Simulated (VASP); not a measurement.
Output of a VASP run:

**OSZICAR**
```
       N       E                     dE             d eps       ncg     rms          rms(c)
DAV:   1     0.470583452189E+02    0.47058E+02   -0.36851E+03   896   0.854E+02
DAV:   2     0.203465698616E+01   -0.45024E+02   -0.44281E+02  1200   0.132E+02
DAV:   3    -0.207753803617E+00   -0.22424E+01   -0.22408E+01  1072   0.352E+01
DAV:   4    -0.217465365807E+00   -0.97116E-02   -0.97114E-02  1504   0.266E+00
DAV:   5    -0.217470496900E+00   -0.51311E-05   -0.51313E-05  1104   0.414E-02    0.558E-01
DAV:   6    -0.198985853167E+00    0.18485E-01   -0.25760E-02  1136   0.925E-01    0.264E-01
DAV:   7    -0.193651866337E+00    0.53340E-02   -0.22229E-02   992   0.871E-01    0.857E-02
DAV:   8    -0.193836470329E+00   -0.18460E-03   -0.26925E-04  1296   0.150E-01    0.783E-03
DAV:   9    -0.193833906991E+00    0.25633E-05   -0.17444E-06  1464   0.109E-02    0.461E-03
DAV:  10    -0.193831140430E+00    0.27666E-05   -0.18626E-06  1208   0.119E-02    0.113E-03
DAV:  11    -0.193831731374E+00   -0.59094E-06   -0.10970E-07   688   0.228E-03
   1 F= 0.13892072E+01 E0= 0.13902680E+01  d E =0.138921E+01
       N       E                     dE             d eps       ncg     rms          rms(c)
DAV:   1    -0.185819167975E+00    0.80120E-02   -0.63082E-02   904   0.165E+00    0.225E-01
DAV:   2    -0.183486009139E+00    0.23332E-02   -0.34248E-03   944   0.362E-01    0.102E-01
DAV:   3    -0.182843346669E+00    0.64266E-03   -0.24941E-03   928   0.305E-01    0.198E-02
DAV:   4    -0.182844724112E+00   -0.13774E-05   -0.96068E-06  1064   0.306E-02    0.113E-02
DAV:   5    -0.182847227516E+00   -0.25034E-05   -0.23783E-06  1056   0.112E-02    0.251E-03
DAV:   6    -0.182846947699E+00    0.27982E-06   -0.35531E-08   576   0.180E-03
   2 F= 0.13889037E+01 E0= 0.13898829E+01  d E =-.303459E-03
       N       E                     dE             d eps       ncg     rms          rms(c)
DAV:   1    -0.175216763255E+00    0.76305E-02   -0.50168E-01   896   0.468E+00    0.632E-01
DAV:   2    -0.156862166882E+00    0.18355E-01   -0.27057E-02   896   0.102E+00    0.286E-01
DAV:   3    -0.151809187917E+00    0.50530E-02   -0.19613E-02   928   0.854E-01    0.561E-02
DAV:   4    -0.151799803175E+00    0.93847E-05   -0.77770E-05  1008   0.874E-02    0.317E-02
DAV:   5    -0.151806186299E+00   -0.63831E-05   -0.18478E-05  1056   0.314E-02    0.708E-03
DAV:   6    -0.151805415413E+00    0.77089E-06   -0.24856E-07   632   0.481E-03
   3 F= 0.13886263E+01 E0= 0.13892521E+01  d E =-.580920E-03
```

### OUTCAR
```
------------------------ aborting loop because EDIFF is reached ----------------------------------------
  FORCE on cell =-STRESS in cart. coord.  units (eV):
  Direction    XX          YY          ZZ          XY          YZ          ZX
  --------------------------------------------------------------------------------------
  Total        1.5544105      1.5544105      1.5544105      0.0000000      0.0000000      0.0000000
  in kB       50.4537305     50.4537305     50.4537305      0.0000000      0.0000000      0.0000000
  external PRESSURE =       0.4537305 kB  Pullay stress =      50.0000000 kB
  volume of cell :       49.36
      direct lattice vectors                 reciprocal lattice vectors
    -2.310863776  2.310863776  2.310863776     0.000000000  0.216369310  0.216369310
     2.310863776 -2.310863776  2.310863776     0.216369310  0.000000000  0.216369310
     2.310863776  2.310863776 -2.310863776     0.216369310  0.216369310  0.000000000
 POSITION                                       TOTAL-FORCE (eV/Angst)
 -----------------------------------------------------------------------------------
      0.00000      0.00000     -0.00000         0.000000      0.000000      0.000000
 -----------------------------------------------------------------------------------
    total drift:                                0.000000      0.000000      0.000000
  FREE ENERGIE OF THE ION-ELECTRON SYSTEM (eV)
  ---------------------------------------------------
  free  energy   TOTEN  =        -0.1518054154 eV

  energy  without entropy=       -0.1499278818  energy(sigma->0) =       -0.15117957
  enthalpy is  TOTEN    =         1.3886262858 eV   P V=        1.5404317012

 reached required accuracy - stopping structural energy minimisation
```
(Selected blocks of OUTCAR.)

### POSCAR
```
Cs
1
   -2.3319759183     2.3319759183     2.3319759183
    2.3319759183    -2.3319759183     2.3319759183
    2.3319759183     2.3319759183    -2.3319759183
Cs
1
Direct
  0.0000000000   0.0000000000   0.0000000000
```

Task: Write an INCAR and KPOINTS that could have produced this output.

Result: This is not unique; one that fits is the input of the run itself, PBE GGA, plane waves, VASP's PBE PAW potentials (set 64).

**INCAR**
```
SYSTEM  =  Cs
PREC  =  Accurate; ENCUT  =  500; LREAL  =  .FALSE.
LASPH  =  .TRUE.
EDIFF  =  1E-6; NELM  =  100; ALGO  =  Normal
LMAXMIX  =  4
ISMEAR  =  1; SIGMA  =  0.1
GGA  =  PE
IBRION  =  2; NSW  =  40; ISIF  =  3
EDIFFG  =  -0.02; PSTRESS  =  50
LWAVE  =  .FALSE.; LCHARG  =  .FALSE.
```

KPOINTS:
```
Regular mesh
0
gamma
 11 11 11
```

POTCAR, in this order: Cs_sv (PBE.64 set). Program: vasp_std.

Energy and stress use the plane-wave basis of the starting cell.

The compound is Cs in the bcc structure. This run relaxes it under an external pressure of 5 GPa. Symmetry was kept, so distortions that lower it aren't found.
